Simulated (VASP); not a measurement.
All values below come from PBE GGA with spin-orbit coupling, VASP's PBE PAW potentials (set 64) (plane waves; VASP 6.6.1).

A VASP calculation is set up with these files.

**INCAR**
```
LREAL=.FALSE.
LNONCOLLINEAR=.TRUE.
ISMEAR=0   # Gaussian
ALGO=Normal   # blocked Davidson
LORBIT=11
LSORBIT=.TRUE.
EDIFF=1E-6   # SCF stop (eV)
LCHARG=.FALSE.
ISIF=2   # forces and stress, cell fixed
GGA=PE
LASPH=.TRUE.
PREC=Accurate
MAGMOM=2*0.0 3.0 2*0.0 3.0 2*0.0 3.0 2*0.0 3.0
GGA_COMPAT=.FALSE.
LWAVE=.FALSE.
LMAXMIX=6   # l cut-off of mixed one-centre charges
SYSTEM=Er
ENCUT=300   # plane-wave cut-off (eV)
NELM=100   # most electronic steps
SIGMA=0.136   # width (eV)
```

**POSCAR**
```
Er
1
    3.4958700000     0.0000000000     0.0000000000
   -1.7479350000     3.0275120000     0.0000000000
    0.0000000000     0.0000000000    11.2479850000
Er
4
Direct
  0.0000000000   0.0000000000   0.0000000000
  0.0000000000   0.0000000000   0.5000000000
  0.3333330000   0.6666670000   0.2500000000
  0.6666670000   0.3333330000   0.7500000000
```

File KPOINTS:
```
kpoints
0
Gamma
 6 6 2
0 0 0
```

POTCAR, in this order: Er (PBE.64 set). Program: vasp_ncl.

The resulting files:

OUTCAR:
```
 ion  position               nearest neighbor table
   1  0.000  0.000  0.000-   3 3.46   4 3.46   3 3.46   4 3.46   4 3.46   3 3.46
   2  0.000  0.000  0.500-   3 3.46   4 3.46   3 3.46   4 3.46   4 3.46   3 3.46
   3  0.333  0.667  0.250-   1 3.46   2 3.46   1 3.46   2 3.46   1 3.46   2 3.46
   4  0.667  0.333  0.750-   1 3.46   2 3.46   1 3.46   2 3.46   1 3.46   2 3.46
  LATTYP: Found a hexagonal cell.
 ALAT       =     3.4958700000
 C/A-ratio  =     3.2175066579
 Subroutine PRICEL returns:
 Original cell was already a primitive cell.
 Subroutine GETGRP returns: Found 24 space group operations
The static configuration has the point symmetry D_3d.
 The point group associated with its full space group is D_6h.
The dynamic configuration has the point symmetry D_3d.
 Subroutine GETGRP returns: Found 12 space group operations
The overall configuration has the point symmetry S_6 .
 The point group associated with its full space group is C_6h.
 Subroutine INISYM returns: Found 12 space group operations
 Subroutine IBZKPT returns following result:
 Found     16 irreducible k-points:

 Following reciprocal coordinates:
            Coordinates               Weight
  0.000000  0.000000  0.000000      1.000000
  0.166667  0.000000  0.000000      6.000000
...
```

### OSZICAR
```
...
DAV:  12    -0.654157407348E+03   -0.10578E+03   -0.26522E+01  7272   0.498E+01    0.109E+03
DAV:  13    -0.159400855926E+03    0.49476E+03   -0.45459E+03  6472   0.163E+02    0.137E+03
DAV:  14    -0.422103871247E+02    0.11719E+03   -0.75397E+02  6112   0.176E+02    0.111E+03
DAV:  15    -0.717476407389E+02   -0.29537E+02   -0.24920E+02  6752   0.832E+01    0.452E+02
DAV:  16    -0.490531576883E+02    0.22694E+02   -0.83273E+01  7120   0.681E+01    0.420E+02
DAV:  17    -0.453158310960E+02    0.37373E+01   -0.41716E+01  7368   0.465E+01    0.351E+02
DAV:  18    -0.586709873658E+02   -0.13355E+02   -0.40268E+01  6304   0.284E+01    0.199E+02
DAV:  19    -0.600540249533E+02   -0.13830E+01   -0.14639E+01  7256   0.190E+01    0.123E+02
DAV:  20    -0.801107392494E+02   -0.20057E+02   -0.96845E+00  6200   0.342E+01    0.132E+02
DAV:  21    -0.818612763453E+02   -0.17505E+01   -0.59711E+00  6416   0.158E+01    0.157E+02
DAV:  22    -0.839471135901E+02   -0.20858E+01   -0.15203E+00  6824   0.837E+00    0.156E+02
DAV:  23    -0.867963535156E+02   -0.28492E+01   -0.54473E-01  7000   0.582E+00    0.173E+02
DAV:  24    -0.848838994294E+02    0.19125E+01   -0.16760E-01  6336   0.376E+00    0.177E+02
DAV:  25    -0.806884683100E+02    0.41954E+01   -0.30745E-01  5688   0.686E+00    0.178E+02
DAV:  26    -0.793603315018E+02    0.13281E+01   -0.21004E-01  6332   0.338E+00    0.180E+02
DAV:  27    -0.747114846150E+02    0.46488E+01   -0.35258E-01  5376   0.778E+00    0.183E+02
DAV:  28    -0.763594863024E+02   -0.16480E+01   -0.12260E+00  4720   0.140E+01    0.164E+02
DAV:  29    -0.650400738827E+02    0.11319E+02   -0.10942E+00  5184   0.118E+01    0.150E+02
DAV:  30    -0.442931878401E+02    0.20747E+02   -0.11363E+01  5664   0.529E+01    0.110E+02
DAV:  31    -0.420274598315E+02    0.22657E+01   -0.39684E+00  5696   0.294E+01    0.126E+02
DAV:  32    -0.436566601055E+02   -0.16292E+01   -0.25888E+00  6040   0.297E+01    0.153E+02
DAV:  33    -0.448285846097E+02   -0.11719E+01   -0.27345E+00  5920   0.183E+01    0.191E+02
DAV:  34    -0.445905043949E+02    0.23808E+00   -0.20217E+00  6216   0.134E+01    0.208E+02
DAV:  35    -0.442832397827E+02    0.30726E+00   -0.91760E-01  6624   0.811E+00    0.221E+02
DAV:  36    -0.457042403349E+02   -0.14210E+01   -0.16817E-01  5976   0.550E+00    0.227E+02
DAV:  37    -0.461324778701E+02   -0.42824E+00   -0.14568E+00  5576   0.261E+01    0.230E+02
DAV:  38    -0.488637877507E+02   -0.27313E+01   -0.31753E+00  5184   0.199E+01    0.227E+02
DAV:  39    -0.496924315272E+02   -0.82864E+00   -0.10557E+00  5568   0.131E+01    0.221E+02
DAV:  40    -0.502093595021E+02   -0.51693E+00   -0.50917E-01  6216   0.737E+00    0.215E+02
DAV:  41    -0.512335724493E+02   -0.10242E+01   -0.14466E+00  5680   0.890E+00    0.203E+02
DAV:  42    -0.510621132395E+02    0.17146E+00   -0.80429E-01  5768   0.837E+00    0.195E+02
DAV:  43    -0.541381040211E+02   -0.30760E+01   -0.84190E-01  5984   0.941E+00    0.198E+02
DAV:  44    -0.538521020810E+02    0.28600E+00   -0.11886E+00  5704   0.935E+00    0.193E+02
DAV:  45    -0.545910432477E+02   -0.73894E+00   -0.34100E-01  7112   0.351E+00    0.195E+02
DAV:  46    -0.543092158104E+02    0.28183E+00   -0.79145E-02  6632   0.248E+00    0.191E+02
DAV:  47    -0.555311291015E+02   -0.12219E+01   -0.25206E-01  5128   0.438E+00    0.193E+02
DAV:  48    -0.558447914701E+02   -0.31366E+00   -0.59178E-02  6104   0.175E+00    0.194E+02
DAV:  49    -0.563539751333E+02   -0.50918E+00   -0.47932E-02  5336   0.290E+00    0.193E+02
DAV:  50    -0.560998217861E+02    0.25415E+00   -0.35441E-01  5352   0.610E+00    0.185E+02
DAV:  51    -0.592217402298E+02   -0.31219E+01   -0.10863E+01  4856   0.478E+01    0.202E+02
DAV:  52    -0.323809558080E+02    0.26841E+02   -0.20290E+01  4768   0.561E+01    0.182E+02
DAV:  53    -0.295166682859E+02    0.28643E+01   -0.73003E+00  5480   0.478E+01    0.190E+02
DAV:  54    -0.300989652972E+02   -0.58230E+00   -0.30736E+00  6528   0.190E+01    0.200E+02
DAV:  55    -0.286893201614E+02    0.14096E+01   -0.15055E+00  6400   0.107E+01    0.203E+02
DAV:  56    -0.260073462073E+02    0.26820E+01   -0.12311E+01  5248   0.646E+01    0.195E+02
DAV:  57    -0.265588945301E+02   -0.55155E+00   -0.53005E+00  5820   0.209E+01    0.201E+02
DAV:  58    -0.280974052617E+02   -0.15385E+01   -0.12529E+00  6176   0.121E+01    0.209E+02
DAV:  59    -0.273387484690E+02    0.75866E+00   -0.56280E-01  6440   0.773E+00    0.208E+02
DAV:  60    -0.264370476044E+02    0.90170E+00   -0.29727E-01  5784   0.707E+00    0.212E+02
DAV:  61    -0.289760697558E+02   -0.25390E+01   -0.44385E+00  5968   0.322E+01    0.219E+02
DAV:  62    -0.337094108755E+02   -0.47333E+01   -0.18350E+00  5312   0.480E+01    0.243E+02
DAV:  63    -0.373824620840E+02   -0.36731E+01   -0.29941E+00  5312   0.283E+01    0.248E+02
DAV:  64    -0.439970031238E+02   -0.66145E+01   -0.29812E+00  5896   0.266E+01    0.253E+02
DAV:  65    -0.411921658236E+02    0.28048E+01   -0.26331E+00  5888   0.203E+01    0.253E+02
DAV:  66    -0.290153542353E+02    0.12177E+02   -0.25153E+01  4720   0.108E+02    0.141E+02
DAV:  67    -0.286876564459E+02    0.32770E+00   -0.12431E+01  5424   0.570E+01    0.143E+02
DAV:  68    -0.304745667565E+02   -0.17869E+01   -0.64047E+00  5672   0.386E+01    0.149E+02
DAV:  69    -0.314353757463E+02   -0.96081E+00   -0.42090E+00  5392   0.487E+01    0.160E+02
DAV:  70    -0.360405481559E+02   -0.46052E+01   -0.11801E+01  4712   0.677E+01    0.172E+02
DAV:  71    -0.188041536742E+02    0.17236E+02   -0.10667E+01  5208   0.553E+01    0.140E+02
DAV:  72    -0.252282624159E+02   -0.64241E+01   -0.23218E+01  4568   0.107E+02    0.144E+02
DAV:  73    -0.192264872921E+02    0.60018E+01   -0.63900E+00  4216   0.306E+01    0.134E+02
DAV:  74    -0.181856108906E+02    0.10409E+01   -0.18066E+00  6232   0.211E+01    0.128E+02
DAV:  75    -0.185825501213E+02   -0.39694E+00   -0.17606E+00  6112   0.102E+01    0.133E+02
DAV:  76    -0.218646110492E+02   -0.32821E+01   -0.19659E+00  5440   0.299E+01    0.118E+02
DAV:  77    -0.253024966668E+02   -0.34379E+01   -0.19297E+00  6240   0.304E+01    0.114E+02
DAV:  78    -0.256732840268E+02   -0.37079E+00   -0.52550E-01  6236   0.122E+01    0.112E+02
DAV:  79    -0.255477794746E+02    0.12550E+00   -0.44646E-01  7084   0.457E+00    0.116E+02
DAV:  80    -0.259518053877E+02   -0.40403E+00   -0.77210E-02  7232   0.227E+00    0.115E+02
DAV:  81    -0.211476824428E+02    0.48041E+01   -0.12093E+00  5104   0.439E+01    0.117E+02
DAV:  82    -0.246058453606E+02   -0.34582E+01   -0.81285E-01  5392   0.150E+01    0.119E+02
DAV:  83    -0.246554044023E+02   -0.49559E-01   -0.33840E-01  5904   0.655E+00    0.120E+02
DAV:  84    -0.260284289037E+02   -0.13730E+01   -0.28763E-01  5168   0.695E+00    0.122E+02
DAV:  85    -0.236322142101E+02    0.23962E+01   -0.50881E-01  5288   0.137E+01    0.118E+02
DAV:  86    -0.197757680135E+02    0.38564E+01   -0.92768E+00  5068   0.809E+01    0.107E+02
DAV:  87    -0.247970222540E+02   -0.50213E+01   -0.28209E+00  5140   0.272E+01    0.109E+02
DAV:  88    -0.263388004364E+02   -0.15418E+01   -0.96002E-01  6148   0.853E+00    0.111E+02
DAV:  89    -0.262776227882E+02    0.61178E-01   -0.30922E-01  6512   0.407E+00    0.111E+02
DAV:  90    -0.266430490388E+02   -0.36543E+00   -0.77443E-02  5984   0.509E+00    0.113E+02
DAV:  91    -0.210238112052E+02    0.56192E+01   -0.20781E+00  4828   0.431E+01    0.110E+02
DAV:  92    -0.122486100066E+02    0.87752E+01   -0.27022E+00  5320   0.377E+01    0.102E+02
DAV:  93    -0.600942070823E+01    0.62392E+01   -0.41892E+00  5720   0.383E+01    0.938E+01
DAV:  94    -0.492546989920E+01    0.10840E+01   -0.19138E+00  6480   0.142E+01    0.947E+01
DAV:  95    -0.484015042985E+01    0.85319E-01   -0.91221E-01  6284   0.110E+01    0.961E+01
DAV:  96    -0.241347639042E+02   -0.19295E+02   -0.24101E+01  4664   0.950E+01    0.109E+02
DAV:  97    -0.149955828234E+02    0.91392E+01   -0.66538E+00  5264   0.433E+01    0.905E+01
DAV:  98    -0.181475580270E+02   -0.31520E+01   -0.50234E+00  5088   0.650E+01    0.111E+02
DAV:  99    -0.147459982039E+02    0.34016E+01   -0.39723E+00  5008   0.296E+01    0.969E+01
DAV: 100    -0.181117242984E+02   -0.33657E+01   -0.65904E+00  4828   0.445E+01
   1 F= -.18111724E+02 E0= -.18043491E+02  d E =-.136467E+00  mag=     0.0000     0.0000     3.9044
```

### OUTCAR
```
------------------------ aborting loop EDIFF was not reached (unconverged)  ----------------------------
  FORCE on cell =-STRESS in cart. coord.  units (eV):
  Direction    XX          YY          ZZ          XY          YZ          ZX
  --------------------------------------------------------------------------------------
  Total        1.3550120      1.3550118   -416.9320878      0.0006539      0.0000000     -0.0000000
  in kB       18.2363473     18.2363446  -5611.2552768      0.0088002      0.0000000     -0.0000000
  external PRESSURE =   -1858.2608616 kB  Pullay stress =       0.0000000 kB
  volume of cell :      119.05
      direct lattice vectors                 reciprocal lattice vectors
     3.495870000  0.000000000  0.000000000     0.286051827  0.165152112  0.000000000
    -1.747935000  3.027512000  0.000000000     0.000000000  0.330304223  0.000000000
     0.000000000  0.000000000 11.247985000     0.000000000  0.000000000  0.088904813
 POSITION                                       TOTAL-FORCE (eV/Angst)
 -----------------------------------------------------------------------------------
      0.00000      0.00000      0.00000        -0.000000     -0.000000      0.000000
      0.00000      0.00000      5.62399        -0.000000     -0.000000      0.000000
     -0.00000      2.01834      2.81200        -0.000000      0.000000     -0.000000
      1.74794      1.00917      8.43599         0.000000     -0.000000      0.000000
 -----------------------------------------------------------------------------------
    total drift:                                0.000000     -0.000000      0.000000
  FREE ENERGIE OF THE ION-ELECTRON SYSTEM (eV)
  ---------------------------------------------------
  free  energy   TOTEN  =       -18.1117242984 eV

  energy  without entropy=      -17.9752573775  energy(sigma->0) =      -18.04349084

 total charge

# of ion       s       p       d       f       tot
--------------------------------------------------
    1        2.140   5.924   0.905  13.258  22.227
    2        2.140   5.924   0.905  13.258  22.227
    3        2.136   5.921   0.836   6.500  15.393
    4        2.136   5.921   0.836   6.500  15.393
--------------------------------------------------
tot          8.553  23.690   3.483  39.515  75.241

 magnetization (x)

# of ion       s       p       d       f       tot
--------------------------------------------------
    1       -0.000  -0.000  -0.000  -0.000  -0.000
    2        0.000   0.000   0.000   0.000   0.000
    3        0.000   0.000   0.000   0.000   0.000
    4        0.000   0.000  -0.000   0.000  -0.000
--------------------------------------------------
tot          0.000  -0.000  -0.000   0.000  -0.000

 magnetization (y)

# of ion       s       p       d       f       tot
--------------------------------------------------
    1       -0.000   0.000   0.000   0.000   0.000
    2        0.000  -0.000   0.000  -0.000  -0.000
    3        0.000  -0.000   0.000  -0.000  -0.000
    4        0.000  -0.000   0.000   0.000  -0.000
--------------------------------------------------
tot         -0.000  -0.000   0.000  -0.000  -0.000

 magnetization (z)

# of ion       s       p       d       f       tot
--------------------------------------------------
    1        0.012   0.030   0.241  -0.286  -0.003
    2        0.012   0.030   0.241  -0.286  -0.003
    3        0.014   0.067   0.399  -2.020  -1.539
    4        0.014   0.067   0.399  -2.020  -1.539
--------------------------------------------------
tot          0.052   0.194   1.281  -4.612  -3.083

 Ion:    1  E_soc:     -1.6222104

 Ion:    2  E_soc:     -1.6222104

 Ion:    3  E_soc:     -4.1624905

 Ion:    4  E_soc:     -4.1624905
```
(Selected blocks of OUTCAR.)

File stdout:
```
...
DAV:  81    -0.211476824428E+02    0.48041E+01   -0.12093E+00  5104   0.439E+01    0.117E+02
DAV:  82    -0.246058453606E+02   -0.34582E+01   -0.81285E-01  5392   0.150E+01    0.119E+02
DAV:  83    -0.246554044023E+02   -0.49559E-01   -0.33840E-01  5904   0.655E+00    0.120E+02
DAV:  84    -0.260284289037E+02   -0.13730E+01   -0.28763E-01  5168   0.695E+00    0.122E+02
DAV:  85    -0.236322142101E+02    0.23962E+01   -0.50881E-01  5288   0.137E+01    0.118E+02
DAV:  86    -0.197757680135E+02    0.38564E+01   -0.92768E+00  5068   0.809E+01    0.107E+02
DAV:  87    -0.247970222540E+02   -0.50213E+01   -0.28209E+00  5140   0.272E+01    0.109E+02
DAV:  88    -0.263388004364E+02   -0.15418E+01   -0.96002E-01  6148   0.853E+00    0.111E+02
DAV:  89    -0.262776227882E+02    0.61178E-01   -0.30922E-01  6512   0.407E+00    0.111E+02
DAV:  90    -0.266430490388E+02   -0.36543E+00   -0.77443E-02  5984   0.509E+00    0.113E+02
DAV:  91    -0.210238112052E+02    0.56192E+01   -0.20781E+00  4828   0.431E+01    0.110E+02
DAV:  92    -0.122486100066E+02    0.87752E+01   -0.27022E+00  5320   0.377E+01    0.102E+02
DAV:  93    -0.600942070823E+01    0.62392E+01   -0.41892E+00  5720   0.383E+01    0.938E+01
DAV:  94    -0.492546989920E+01    0.10840E+01   -0.19138E+00  6480   0.142E+01    0.947E+01
DAV:  95    -0.484015042985E+01    0.85319E-01   -0.91221E-01  6284   0.110E+01    0.961E+01
DAV:  96    -0.241347639042E+02   -0.19295E+02   -0.24101E+01  4664   0.950E+01    0.109E+02
DAV:  97    -0.149955828234E+02    0.91392E+01   -0.66538E+00  5264   0.433E+01    0.905E+01
DAV:  98    -0.181475580270E+02   -0.31520E+01   -0.50234E+00  5088   0.650E+01    0.111E+02
DAV:  99    -0.147459982039E+02    0.34016E+01   -0.39723E+00  5008   0.296E+01    0.969E+01
DAV: 100    -0.181117242984E+02   -0.33657E+01   -0.65904E+00  4828   0.445E+01

 -----------------------------------------------------------------------------
|                                                                             |
|           W    W    AA    RRRRR   N    N  II  N    N   GGGG   !!!           |
|           W    W   A  A   R    R  NN   N  II  NN   N  G    G  !!!           |
|           W    W  A    A  R    R  N N  N  II  N N  N  G       !!!           |
|           W WW W  AAAAAA  RRRRR   N  N N  II  N  N N  G  GGG   !            |
|           WW  WW  A    A  R   R   N   NN  II  N   NN  G    G                |
|           W    W  A    A  R    R  N    N  II  N    N   GGGG   !!!           |
|                                                                             |
|     The electronic self-consistency was not achieved in the given           |
|     number of steps (NELM). The forces and other quantities evaluated       |
|     might not be reliable so examine the results carefully. If you find     |
|     spurious results, we suggest increasing NELM, if you were close to      |
|     convergence or switching to a different ALGO or adjusting the           |
|     density mixing parameters otherwise.                                    |
|                                                                             |
 -----------------------------------------------------------------------------

   1 F= -.18111724E+02 E0= -.18043491E+02  d E =-.136467E+00  mag=     0.0000     0.0000     3.9044
```

Convergence was not reached.

At this cut-off the stress carries a Pulay error, which pulls relaxed volumes low.

The structure was generated: Er was put into an ordered model structure, which need not be its known phase. The cell was not relaxed at this level. The k-mesh is coarse (spacing up to 0.35 per Å, 2π included), so the numbers may not be converged in it. The run is one of a series of settings (GGA_COMPAT = .FALSE., ISPIN removed, LNONCOLLINEAR = .TRUE., LSORBIT = .TRUE., MAGMOM = 0.0 0.0 3.0 0.0 0.0 3.0 0.0 0.0 3.0 0.0 0.0 3.0, program vasp_ncl against the base run), some of them coarse on purpose.
